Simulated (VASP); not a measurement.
**Bulk modulus of fcc metals: measurement against SCAN**

Computed values from VASP (plane waves, PAW); cells keep the symmetry of their structure type. Static lattice, from a third-order Birch-Murnaghan fit over five volumes at each level.

Here x stands for SCAN B0 and y for measured B0.

| solid | SCAN B0 (GPa) | measured B0 (GPa) | cut-off (eV) | basis of the measured value |
|---|---|---|---|---|
| Al | 80.9 | 80.8 | 520 | 0 K, zero-point corrected |
| Ag | 109.8 | 110.0 | 520 | 0 K, zero-point corrected |
| Cu | 150.9 | 144.3 | 520 | 0 K, zero-point corrected |
| Rh | 293.0 | 271.0 | 520 | 0 K, zero-point corrected |
| Pt | 294.7 | 289.0 | 520 | 0 K, zero-point corrected |
| Ir | 404.3 | ? | 520 | 0 K, zero-point corrected |

Taking a straight line for y over the 5 complete rows: With u = x - 186, the rows have u = -105.10, -76.20, -35.10, 107.00, 108.70. Means: u -0.14000, y 179.02. About the means, the sum of products is 38598 and the sum of squares of u is 41349; the slope is their ratio. Least squares gives y = 179.15 + 0.93346·u. Residuals (row less fit): -0.24, 1.98, -2.09, -8.03, 8.38; standard error 6.91 (degrees of freedom: 3). The slope is 0.933 with a standard error of 0.034. Before the fit, SCAN less measured has mean 6.84, mean absolute 6.92 and median absolute 5.70 GPa over these 5 rows.

Q: What does the fit predict for y at x = 404.3, and how far is the measured value from it?

A: u = 218.30, so y = 179.15 + 0.93346 × 218.30 = 382.92 GPa. The measured value is 365.0 GPa, 17.92 GPa below the prediction (6.3 % of the range of y in the table). The row lies outside the fitted rows, so this is an extrapolation. From the scatter of the fitted rows alone, a prediction at this place has a standard error of 10.60 GPa, so the miss is 1.7 times that.

Plain SCAN misses this row by 39.3 GPa. The rows are a random draw of 6 from the 6 solids that have both values on this basis (zero-point corrected by the source), of 6 computed in this series. Not drawn: V to Ni and open 4f shells, rows kept for tests, unfit runs, cells that left their space group, values derived or compiled from fits, values whose temperature is given only as extrapolated, encyclopaedia, home-page and unnamed sources, sources from 2025 on. Measured values as quoted by these papers, many of them computational: Al H. Levämäki et al., Physical Review B (2014), arXiv:1402.3671; Ag H. Levämäki et al., Physical Review B (2014), arXiv:1402.3671; Cu Daniel Mejia-Rodriguez et al., Physical Review B (2018), arXiv:1807.09216; Rh H. Levämäki et al., Physical Review B (2014), arXiv:1402.3671; Pt H. Levämäki et al., Physical Review B (2014), arXiv:1402.3671; Ir H. Levämäki et al., Physical Review B (2014), arXiv:1402.3671.
